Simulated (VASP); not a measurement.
The system is La2TaO5.

```
CELL_PARAMETERS angstrom
4.16815 0.00000 0.00000
-2.08408 3.60973 0.00000
0.00000 0.00000 8.37515
ATOMIC_POSITIONS crystal
La 0.00000 0.00000 0.68420
La 0.00000 0.00000 0.31580
Ta 0.00000 0.00000 0.00000
O 0.33333 0.66667 0.29142
O 0.33333 0.66667 0.70858
O 0.18878 0.81122 0.50000
O 0.18878 0.37755 0.50000
O 0.62245 0.81122 0.50000
```

The cell was built by a generator and needn't be a form met in nature.

| Quantity | Value |
| --- | --- |
| Program | VASP 6.6.1 |
| Task | relaxation of cell and atoms |
| Functional | PBE |
| Potentials or basis | VASP PAW PBE potentials, release 64 (La, Ta_pv, O) |
| Cutoff | 520 eV |
| k mesh | 4 × 4 × 2 |
| Occupations | gaussian, width 0.15 eV |
| Spin | no spin polarisation |

At the start: pressure 35.9 GPa; volume 15.75 Å³/atom.

Q: Where does the relaxation end?

A: Over 17 steps the energy falls by 1221.8 meV/atom and the volume is 17.58 Å³/atom (+11.6 %); space group P-6m2 (No. 187, to 0.05 Å).

Step by step:
```tsv
step	energy change (eV)	largest force (eV/Å)	pressure (GPa)	volume (Å³)
1	0.0000	6.9535	35.95	126.01
2	-3.3506	3.5277	-20.20	199.05
3	-6.3817	2.4630	-7.51	161.65
4	-9.1058	1.1438	-4.20	151.41
5	-9.5902	0.6047	-2.32	146.48
6	-9.6228	0.4613	-1.63	144.89
7	-9.6210	0.5484	-1.63	145.26
8	-9.6513	0.5960	1.70	141.74
9	-9.6596	0.5751	0.92	142.83
10	-9.6941	0.4010	0.23	143.41
11	-9.7064	0.4264	-0.91	144.12
12	-9.7319	0.4446	0.13	142.41
13	-9.7468	0.4807	1.29	140.19
14	-9.7693	0.2027	0.28	140.82
15	-9.7718	0.0834	-0.34	141.15
16	-9.7719	0.0953	-0.40	141.11
17	-9.7745	0.0323	0.15	140.62
```

Final structure:
```
La Ta O
1.0
     3.89739    0.00000    0.00000
    -1.94869    3.37524    0.00000
     0.00000    0.00000   10.68966
La Ta O
2 1 5
Cartesian
  0.0000 0.0000 7.4872
  0.0000 0.0000 3.2024
  0.0000 0.0000 0.0000
  0.0000 2.2502 2.4291
  0.0000 2.2502 8.2605
  -0.9476 2.7972 5.3448
  0.0000 1.1560 5.3448
  0.9476 2.7972 5.3448
```

Caveat: the k mesh is coarse (spacing up to 0.44 Å⁻¹), so the values aren't converged; an odd number of electrons without spin polarisation forces a metal; a magnetic or distorted state may lie lower.
